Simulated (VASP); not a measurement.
C:

```xyz
2
Lattice="0.0000 1.7858 1.7858 1.7858 0.0000 1.7858 1.7858 1.7858 0.0000" Properties=species:S:1:pos:R:3 pbc="T T T"
C     0.0000    0.0000    0.0000
C     0.8929    0.8929    0.8929
```

This isn't the form of C at room conditions, which is graphite.

Program: VASP 6.6.1. Alike in all runs: no spin polarisation; cell as given; cutoff (eV) 450; smearing gaussian 0.02 eV. Hardware: 2 MPI ranks on Intel(R) Xeon(R) Platinum 8488C (Sapphire Rapids), on a shared host.

**Question.** Order these runs on this cell by their wall time, lowest first.
A. task band structure; level LDA; potentials or basis VASP PAW LDA potentials, release 64 (C); k mesh 16 × 16 × 16; further INCAR settings ALGO = Normal; EDIFF = 1e-06
B. task band structure; level HSE06; potentials or basis VASP PAW PBE potentials, release 64 (C); k mesh 12 × 12 × 12; grid for exact exchange (PRECFOCK) Fast; screening parameter 0.2 1/A; further INCAR settings ALGO = Normal; EDIFF = 1e-06
C. task dielectric tensor; level PBE; potentials or basis VASP PAW PBE potentials, release 64 (C); k mesh 16 × 16 × 16; further INCAR settings ALGO = Normal; EDIFF = 1e-08

**Answer.** A (4.8 s), C (38 s), B (1300 s).
